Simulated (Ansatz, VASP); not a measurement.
# TmSb: VASP beside Ansatz, part 2 of 2

Wanted: the spread between two codes on one cell, functional and k mesh. The cell is taken from a series of VASP runs on this material, whose earlier steps may have relaxed, scaled or displaced it; both programs get it as it stands.

VASP 6.6.1 and Ansatz 0.2.0.

So far: Starting point; VASP: relaxation of cell and atoms, LDA, DFT+U.

In doubt: a part-filled 4f shell, where there is one, can sit in one of many states, so energies may not be the lowest and differences between runs may mislead; derivatives with an open 4f shell can jump between states, which bears on forces and vibrations.

## Step 3: Ansatz: relaxation of cell and atoms, LDA, DFT+U

Level of this step: Ansatz beside VASP: Kohn-Sham DFT, plane waves, LDA, DFT+U (Ansatz).

Ansatz runs on its default PAW (the set named soft_2) files.

The same cell, functional (in two slightly different forms), mesh and smearing now go to Ansatz, which takes its cutoff from its data sets.

input.yaml

```yaml
crystal:
  lattice:
    - [0.0, 3.0740011561, 3.0740011561]
    - [3.0740011561, 0.0, 3.0740011561]
    - [6.153421236, 6.153421236, -0.0054189237]
  atoms:
    - { symbol: Tm, position: [0.5, 0.5, 0.25], spin: 1.11 }
    - { symbol: Tm, position: [0.5, 0.5, 0.75], spin: -1.11 }
    - { symbol: Sb, position: [0.0, 0.0, 0.0] }
    - { symbol: Sb, position: [0.0, 0.0, 0.5] }
hamiltonian:
  xc: lda
  pseudopotentials: { kind: paw }
  hubbard: { sites: [{ species: Tm, l: f, u_eff: 7.0 }] }
magnetization:
  spin_polarized: true
kpoints:
  mp_grid: { grid: [8, 8, 8] }
scf:
  occupations: { method: gaussian, width: 0.05 }
relax:
  f_tol: 0.01
  max_steps: 60
  cell: { stress_tol: 0.05 }
output:
  forces: true
  stress: true
```

On the command line:

```
$ ansatz run input.yaml --threads 4 --pin off --max-ram 9216MiB --backend cpu --events-out ev --progress --plain --runs-dir out
```

Numbers of over 12 decimals in the logs are rounded to 6 here.

The log of the run:

```text
Tm: projections on atomic orbitals take those of the free atom [Kr 4d10] 4f13 5s2 5p6 5d0 6s2, of charge +0.00 (hamiltonian.pseudopotentials.projection_atoms); the dataset's partial waves leave at most 2.0e-4 of an orbital's norm unspanned inside its sphere
Sb: projections on atomic orbitals take those of the free atom [Kr] 4d10 5s2 5p3, of charge +0.00 (hamiltonian.pseudopotentials.projection_atoms); the dataset's partial waves leave at most 3.6e-6 of an orbital's norm unspanned inside its sphere
Engine: ansatz 0.2.0, aarch64-unknown-linux-gnu
Pseudopotentials: kind: paw
Pseudopotential: Tm, paw, valence charge 23, recommended cutoff 420 eV (normal), Tm.paw.azcp
Pseudopotential: Sb, paw, valence charge 15, recommended cutoff 420 eV (normal), Sb.paw.azcp
Functional definition: SPW92
  exchange = slater_x
  correlation = pw_c
Crystal: 4 atoms, lattice volume = 116.345 Å³
Basis set: ecut = 420 eV, 2297 PW (Γ)
Bands: 47, of which v1, the nominal top of the filled ones, is band 38 counted from 1 (37 counted from 0)
Symmetry: 12 space group operations
Space group: R-3m (ITA 166), of the structure as read, at distance tolerance 4.9e-5 Å
Magnetic group: BNS 166.102 (UNI 1332), of the structure as read, at distance tolerance 4.9e-5 Å
k-points: 65 of 512
Non-local potential: Tm, projectors of the file, l = 0: 3, l = 1: 2, l = 2: 2, l = 3: 3
Non-local potential: Sb, projectors of the file, l = 0: 2, l = 1: 2, l = 2: 2, l = 3: 2
PAW form: soft (Blöchl's): semilocal exchange-correlation on the pseudo side does not see the compensation charge
PAW frozen core: Tm, regenerated for the run's functional, and the local potential with it (the file was generated under x = pbe(κ = 0.804, μ = 0.219515), c = pbe(β = 0.066725))
PAW frozen core: Sb, regenerated for the run's functional, and the local potential with it (the file was generated under x = pbe(κ = 0.804, μ = 0.219515), c = pbe(β = 0.066725))
PAW one-centre angular grid: Tm, 590 points (default); XC on 64 Gauss nodes
PAW one-centre angular grid: Sb, 590 points (default); XC on 64 Gauss nodes
Initial density: superposition of atomic densities (chi_scale 0.1, normalization cell, long waves kept (reshape's long-wave potential 0.00 eV rms))
Starting moments: Σ|m| = 2.22 μB on 2 of 4 sites
Starting magnetic order: antiferromagnet; a translation exchanges its spin sublattices: spin-degenerate at every k-point
Initial wavefunctions: pseudopotential atomic-orbital guess
Functional: x = slater, c = lda
SCF iter   1: F=—  HF=-38045.480878 eV  |F-HF|=—  |Δ(HF+E_count)|=         —  Δρ=1.40e-1 (↑1.40e-1 ↓1.40e-1)  dr2=6.63e1  dr2_m=3.33e0  M=0.000 μB ∫|m|=0.123 μB  β_m=0.30  ethr=3.10e-3  ⟨swp⟩=5.9  Hψ=11008  notcnv=0  defer=1
preconditioner: auto → Kerker (q_TF=auto, 2.541 Å⁻¹)  [metal: Δε(μ)=0.005 eV  Ē_g=16.677 eV  σ=0.050 eV  W_gap=0.05  n_scr=28 (ndim 8)  ℏωp=29.2 eV  f_vac=0.000  D(μ)=8.99/eV (n_scr^D=110)]
spin=Collinear: Kerker preconditioning applied to the charge; magnetization (m = ρ↑ − ρ↓) channel mixes plain (no charge-response kernel on spin).
SCF iter   2: F=—  HF=-38038.377107 eV  |F-HF|=—  |Δ(HF+E_count)|=    7.10e0  Δρ=1.33e-1 (↑1.33e-1 ↓1.33e-1)  dr2=2.20e1  dr2_m=9.65e0  M=0.000 μB ∫|m|=3.465 μB  β_m=1.00  ethr=3.10e-3  ⟨swp⟩=5.8  Hψ=9572  notcnv=0  defer=200
SCF iter   3: F=—  HF=-38035.815357 eV  |F-HF|=—  |Δ(HF+E_count)|=    2.56e0  Δρ=1.60e-1 (↑1.60e-1 ↓1.60e-1)  dr2=3.89e1  dr2_m=1.73e1  M=0.000 μB ∫|m|=0.309 μB  β_m=0.30  ethr=3.10e-3  ⟨swp⟩=4.7  Hψ=10206  notcnv=0  defer=122
SCF iter   4: F=—  HF=-38032.899843 eV  |F-HF|=—  |Δ(HF+E_count)|=    2.92e0  Δρ=1.06e-1 (↑1.06e-1 ↓1.06e-1)  dr2=2.82e1  dr2_m=2.16e0  M=0.000 μB ∫|m|=3.549 μB  β_m=1.00  ethr=3.10e-3  ⟨swp⟩=5.2  Hψ=8117  notcnv=0  defer=217
SCF iter   5: F=—  HF=-38031.611749 eV  |F-HF|=—  |Δ(HF+E_count)|=    1.29e0  Δρ=5.27e-2 (↑5.27e-2 ↓5.27e-2)  dr2=7.47e0  dr2_m=3.20e-1  M=0.000 μB ∫|m|=3.111 μB  β_m=0.30  ethr=3.10e-3  ⟨swp⟩=4.2  Hψ=7215  notcnv=0  defer=122
SCF iter   6: F=—  HF=-38033.191983 eV  |F-HF|=—  |Δ(HF+E_count)|=    1.58e0  Δρ=3.91e-2 (↑3.91e-2 ↓3.91e-2)  dr2=5.09e0  dr2_m=4.36e-2  M=0.000 μB ∫|m|=3.278 μB  β_m=0.30  ethr=3.10e-3  ⟨swp⟩=3.0  Hψ=6816  notcnv=0  defer=135
SCF iter   7: F=—  HF=-38035.035065 eV  |F-HF|=—  |Δ(HF+E_count)|=    1.84e0  Δρ=6.15e-2 (↑6.15e-2 ↓6.15e-2)  dr2=1.17e1  dr2_m=4.33e-1  M=0.000 μB ∫|m|=3.869 μB  β_m=1.00  ethr=3.10e-3  ⟨swp⟩=1.8  Hψ=3013  notcnv=0  defer=135
SCF iter   8: F=—  HF=-38037.965081 eV  |F-HF|=—  |Δ(HF+E_count)|=    2.93e0  Δρ=6.78e-2 (↑6.78e-2 ↓6.78e-2)  dr2=1.56e1  dr2_m=7.83e-2  M=0.000 μB ∫|m|=4.113 μB  β_m=1.00  ethr=3.10e-3  ⟨swp⟩=2.2  Hψ=3755  notcnv=0  defer=118
SCF iter   9: F=—  HF=-38038.435319 eV  |F-HF|=—  |Δ(HF+E_count)|=   4.70e-1  Δρ=5.82e-2 (↑5.82e-2 ↓5.82e-2)  dr2=1.20e1  dr2_m=4.79e-4  M=0.000 μB ∫|m|=4.133 μB  β_m=0.30  ethr=3.10e-3  ⟨swp⟩=3.0  Hψ=3662  notcnv=0  defer=118
Mixer restart at iter 9: flushing history
spin-set hold released at iteration 9 (site moments contracting): the magnetisation degrees of freedom join the quasi-Newton model from the next iteration; the mixer history was flushed
[...]
- { symbol: Sb, position: [-9.111714620676758e-8, -9.111714620676758e-8, 1.366757193101514e-7], spin: 0.0 }
    - { symbol: Sb, position: [9.11171461184042e-8, 9.11171461184042e-8, 0.500000], spin: 0.0 }
--- Search for a lower minimum behind the relaxation: the rows below count on from the relaxation's ---
Initial density: read from a saved state, or passed on in memory by an earlier SCF of this step, an earlier step, the calling program or the single point that the run made first
Stability of the state it starts from, as read at its close in the collinear treatment: not read negative (Ritz values of 1 − χ₀K, real part plus size of imaginary part, from 0.67 to 1.0, by its mixing steps under the symmetry group of the SCF that read it); its run was given moments
the translation (0, 0, 0.5) carries every atom to within crystal.symmetry.tolerance of an atom of its element with the starting moment reversed, but both spin channels are solved: the run starts from a saved state that isn't shown to keep it, or this solve from the single point that its walk made first
iter 1 solved again at ethr=1.80e-7 eV; its pass at ethr=3.10e-3 eV (dr2=1.37e-4 eV) is discarded
SCF iter   1: F=—  HF=-38037.895925 eV  |F-HF|=—  |Δ(HF+E_count)|=         —  Δρ=2.04e-6 (↑1.98e-6 ↓2.04e-6)  dr2=1.50e-8  dr2_m=2.40e-11  M=-0.000 μB ∫|m|=2.191 μB  β_m=0.30  ethr=1.80e-7  ⟨swp⟩=4.3  Hψ=47776  notcnv=0
eigensolver tolerance schedule: the retry pair's looser diagonalisation over-reported the residual by 9098.00 of it (diagonalisation noise at 1.12 of the residual, at the tolerance the schedule requests for it); recorded, not acted on — ethr = c·dr2/N_el stays at c = 1.0e-1
spin=Collinear: Kerker preconditioning applied to the charge; magnetization (m = ρ↑ − ρ↓) channel mixes plain (no charge-response kernel on spin).
SCF iter   2: F=—  HF=-38037.895924 eV  |F-HF|=—  |Δ(HF+E_count)|=   7.08e-7  Δρ=2.19e-6 (↑2.12e-6 ↓2.19e-6)  dr2=1.51e-8  dr2_m=3.04e-10  M=-0.000 μB ∫|m|=2.191 μB  β_m=0.30  ethr=1.97e-11  ⟨swp⟩=6.0  Hψ=29920  notcnv=0
SCF iter   3: F=-38037.895924 eV  HF=-38037.895924 eV  |F-HF|=2.59e-9  |Δ(HF+E_count)|=   3.17e-9  Δρ=8.13e-7 (↑7.97e-7 ↓8.13e-7)  dr2=2.34e-9  dr2_m=2.26e-11  M=-0.000 μB ∫|m|=2.191 μB  ethr=1.97e-11  ⟨swp⟩=1.8  Hψ=15255  notcnv=0
SCF 1 converged in 3 iterations: F = -38037.895924 eV  dr2 = 2.34e-9
WARN: a single-point calculation of the run's input, under the relaxation's own `scf.mixing.negative_modes` where the relaxation goes by `scf.lower_state_search: light` itself or types `scf.max_iter`, was made at the relaxed geometry, from the density of the relaxation's final state, in 3 SCF iterations in all. It converged +0.0 meV from the relaxation's final energy, with moments (1.05, -1.05, 0.00, 0.00 Bohr magnetons, atom by atom), which does not count as lower, and the relaxation's result stands. No further magnetic order was relaxed to its end, and one can end lower (see `relax.adjacent_minimum`). [rest of the remark cut]
SCF converged after 9 iterations
Magnetization: -0.0000 μB (38.0000 up, 38.0000 down)
Absolute magnetization: 2.1636 μB (∫|ρ↑−ρ↓|, with the PAW one-centre terms)
Spin contamination: 1.0213 ħ² per cell (⟨S²⟩ above its minimum at these occupations)
Per-site moments (μB) at R_I (Å): [(1.049167, 1.265510), (-1.049167, 1.265511), (-7.119780432302463e-8, 1.265510), (-7.119780440523637e-8, 1.265510)]
Free energy (F): -38037.895924 eV
Harris-Foulkes:  -38037.895924 eV  (|F-HF|=2.18e-11)
Internal energy: -38037.891899 eV  (E = F + TS)
E sigma→0 (E₀):  -38037.893912 eV
Entropy (-TS):   -0.004025 eV (-1.006 meV/atom)
Fermi energy:    10.168213 eV
--- Per-component energies (eV) ---
  E_band       = -315.489755
  E_kinetic    = 1123.441541
  E_local      = -15633.010939  (includes V_loc(G=0)·N_el)
  E_nonlocal   = 3782.481619
  E_hartree    = 6722.803882
  E_xc         = -603.866734
  E_vxc        = -583.358922  (∫ρ·V_xc dr)
  E_hubbard    = 0.779248  (on-site DFT+U / exact-exchange correction)
  E_vhub       = -88.653050  (the Hubbard potential's part of the band-sum identity)
  E_paw        = -23558.154800  (= ΣΔE_a)
  E_vpaw       = -2361.997115  (= ΣTr[D̂ρ^β])
  E_aug_tail   = 0.000030  (compensation charges beyond the density's cutoff)
  E_ewald      = -9877.538941
  E_core_change = 5.173195  (= ΣΔE_core)
  E_smearing   = -0.004025  (= −TS)
  E_closure    = 0.000000  (closes the sum)
  Σ components = -38037.895924   (vs F -38037.895924, Δ=0.00e0)
--- Forces (eV/Å), atoms counted from 1 ---
  atom   1  Tm    -0.00000000    -0.00000000     0.00000000
  atom   2  Tm     0.00000000    -0.00000000    -0.00000000
  atom   3  Sb    -0.00000178    -0.00000178     0.00000178
  atom   4  Sb     0.00000178     0.00000178    -0.00000178
  max |Σ_I F_I| component: 0.00e0 eV/Å
--- Stress (GPa, compression-positive) ---
       -0.003947      -0.015738       0.015738
       -0.015738      -0.003947       0.015738
        0.015738       0.015738      -0.003947
  P = ⅓ Tr σ = -0.0039 GPa (-0.039 kbar)
--- Band table (eV; the first three rows and the last of 130) ---
  k-point 0 ↑: bands = [... 34 lower, 9.5650, 9.5650, 12.0099, 12.0105, 12.0105, 13.1931, 13.1931, 13.1954, ... 5 higher]
  k-point 1 ↑: bands = [... 34 lower, 9.6332, 9.6332, 11.5461, 11.7907, 11.7907, 13.2978, 13.2978, 13.3485, ... 5 higher]
  k-point 2 ↑: bands = [... 34 lower, 9.8189, 9.8189, 10.7179, 11.3472, 11.3472, 13.4608, 13.5091, 13.5091, ... 5 higher]
  k-point 64 ↓: bands = [... 34 lower, 9.1377, 9.1714, 9.1721, 9.6197, 9.6218, 14.1387, 14.1516, 14.5275, ... 5 higher]
--- Relaxed structure (12 steps of the walk, 12 accepted, 3 SCFs on fresh bases) ---
  F+E_penalty+E_count = -38037.89592419 eV   max|allowed force component| = 1.779e-6 eV/Å   (the final SCF, on the basis selected at the relaxed cell)
  cell:  # Å, volume = 115.5009 Å³
    - [-1.245961970749998e-11, 3.068101, 3.068101]
    - [3.068101, -1.2459621008542587e-11, 3.068101]
    - [6.135416, 6.135416, 0.000785871]
  atoms:
    - { symbol: Tm, position: [0.500000, 0.500000, 0.250000], spin: 1.11 }
    - { symbol: Tm, position: [0.500000, 0.500000, 0.750000], spin: -1.11 }
    - { symbol: Sb, position: [-9.111714620676758e-8, -9.111714620676758e-8, 1.366757193101514e-7], spin: 0.0 }
    - { symbol: Sb, position: [9.11171461184042e-8, 9.11171461184042e-8, 0.500000], spin: 0.0 }
```

The job ended after 4.4 min (4 threads of Arm Neoverse V1, shared host; peak memory 1.1 GiB).

## Step 4: Side by side

Known differences besides the potentials themselves: U acts on the PAW sphere in VASP and on atomic orbitals in Ansatz, so only states and trends compare; the two LDA forms differ slightly; both relaxations stop at a tolerance, which leaves soft axes loose, and VASP keeps its plane-wave basis; the data sets hold 76 valence electrons in Ansatz (default PAW (the set named soft_2) files) and 56 in VASP; the cutoff is 420 eV in Ansatz and 450 eV in VASP; Ansatz makes its cores anew for this functional, VASP keeps those of its PBE data sets; VASP's log shows a relativistic correction to its local exchange, Ansatz's none; Ansatz adds a Pulay correction to the stress that steers its cell, VASP none; site moments are counted in spheres of each program's own size. Total energies have different zeros and are not compared.

Both answers:

| quantity | Ansatz | VASP | difference |
| --- | --- | --- | --- |
| volume (Å³) | 115.50 | 115.94 | -0.38 % |
| edge a after relaxation, in the typed setting (Å) | 4.339 | 4.340 | -0.03 % |
| edge c after relaxation, in the typed setting (Å) | 8.677 | 8.696 | -0.22 % |
| moment on Tm1 (μB) | 1.05 | 1.10 | -0.05 |
| moment on Tm2 (μB) | -1.05 | -1.10 | +0.05 |

The walks stopped with 0.00 GPa left in Ansatz and 0.01 GPa in VASP; each walk ends within a tolerance, so the volume difference is uncertain by about these residues over the bulk modulus, most in soft cells. Found at a tolerance of 0.01 Å, the end structures differ in symmetry: Fm-3m in Ansatz, R-3m in VASP; the atoms lie within 0.05 Å of each other, which can come from where the walks stopped or from unlike electronic states.

## Step 5: Results

```json
{
 "difference in volume (relaxation of cell and atoms, LDA, DFT+U)": "-0.38 %"
}
```

The difference in volume is -0.38 % (relaxation of cell and atoms, LDA, DFT+U). How closely two codes agree says nothing of how well the functional describes the real material.

[Lines on the potential files, build, host, timing and source positions are cut from VASP's logs without a mark.]

[Logs are printed without paths, hosts, clocks, repeated set-up lines and the standing remarks that a program may print on its own settings, such as how far it seeks lower states.]

[Hosts, paths, dates, database ids (printed as entryN), source tags and the programs' standing remarks are cut or masked in the printed files.]
